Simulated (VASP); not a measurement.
Elastic constants (GPa) of a crystal from PBEsol GGA, VASP's PBE PAW potentials (set 64) (VASP):

|  | xx | yy | zz | yz | xz | xy |
|---|---|---|---|---|---|---|
| xx | 127.9 | 4.0 | 4.0 | 0.0 | 0.0 | 0.0 |
| yy | 4.0 | 127.9 | 4.0 | 0.0 | 0.0 | 0.0 |
| zz | 4.0 | 4.0 | 127.9 | 0.0 | 0.0 | 0.0 |
| yz | 0.0 | 0.0 | 0.0 | 15.0 | 0.0 | 0.0 |
| xz | 0.0 | 0.0 | 0.0 | 0.0 | 15.0 | 0.0 |
| xy | 0.0 | 0.0 | 0.0 | 0.0 | 0.0 | 15.0 |

Question: Work out the Voigt, Reuss and Hill moduli, Young's modulus and Poisson's ratio.

Answer: All eigenvalues are positive (smallest 15.0 GPa), so the crystal is stable. K_V = (C11+C22+C33+2(C12+C13+C23))/9 = (383.7 + 2×12.0)/9 = 45.3 GPa; G_V = (383.7 − 12.0 + 3×45.0)/15 = 33.8 GPa. From the compliances, K_R = 45.3 GPa and G_R = 21.5 GPa. Hill: K = 45.3 GPa, G = 27.7 GPa, E = 9KG/(3K+G) = 68.9 GPa, ν = (3K−2G)/(2(3K+G)) = 0.246. K/G = 1.64, below Pugh's 1.75; universal anisotropy A^U = 2.85.

Question: With a density of 8.32 g/cm³, what are the mean sound speeds?

Answer: v_l = √((K+4G/3)/ρ) = 3.14 km/s and v_t = √(G/ρ) = 1.82 km/s. The crystal is PbTe (rock salt), cubic.

The compound is PbTe in the rock salt structure. It was relaxed first.
